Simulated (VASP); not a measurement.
All values below come from PBE GGA, VASP's PBE PAW potentials (set 64) (plane waves; VASP).

VASP ran on this input.

INCAR:
```
SYSTEM = Sb
PREC = Accurate
ENCUT = 400
EDIFF = 1E-6
NELM = 100
ALGO = Normal
LREAL = .FALSE.
LASPH = .TRUE.
ISMEAR = 1
SIGMA = 0.1
GGA = PE
LMAXMIX = 4
LWAVE = .FALSE.
LCHARG = .FALSE.
ISIF = 2
```

POSCAR:
```
Sb
7.9146840
  0.5000000000  -0.2722787164   0.0000000000
  0.5000000000   0.2722787164   0.0000000000
  0.3517285087   0.0000000000   0.4476859720
Sb
2
direct
  0.2335000000   0.2335000000   0.2335000000
  0.7665000000   0.7665000000   0.7665000000
```

KPOINTS:
```
K-points
0
Monkhorst
3 3 3
0 0 0
```

POTCAR, in this order: Sb (PBE.64 set). Program: vasp_std.

Question: Estimate the energy per atom (σ→0), pressure, largest force.

Answer: 
| Item | Result |
|---|---|
| energy per atom (σ→0) | -4.180 eV/atom |
| pressure | 3.51 GPa |
| largest force | 0.091 eV/Å |

File OSZICAR:
```
...
DAV:   5    -0.836590990513E+01   -0.47652E-04   -0.47652E-04   148   0.172E-01    0.302E+00
DAV:   6    -0.836135598273E+01    0.45539E-02   -0.76331E-03   114   0.571E-01    0.182E+00
DAV:   7    -0.836012979401E+01    0.12262E-02   -0.14927E-02   113   0.840E-01    0.706E-02
DAV:   8    -0.836020663085E+01   -0.76837E-04   -0.19215E-03   112   0.308E-01    0.208E-02
DAV:   9    -0.836022028287E+01   -0.13652E-04   -0.84716E-05   132   0.752E-02    0.147E-02
DAV:  10    -0.836022675057E+01   -0.64677E-05   -0.18718E-05   115   0.305E-02    0.341E-03
DAV:  11    -0.836022616218E+01    0.58839E-06   -0.15480E-06    77   0.808E-03
   1 F= -.83602262E+01 E0= -.83603704E+01  d E =0.432830E-03
```

The compound is Sb in the a7 structure. The cell was not relaxed at this level. The k-mesh is coarse (spacing up to 0.59 per Å, 2π included), so the numbers may not be converged in it. The run is one of a series of settings (KPOINTS 3×3×3 Monkhorst-Pack mesh against the base run), some of them coarse on purpose.
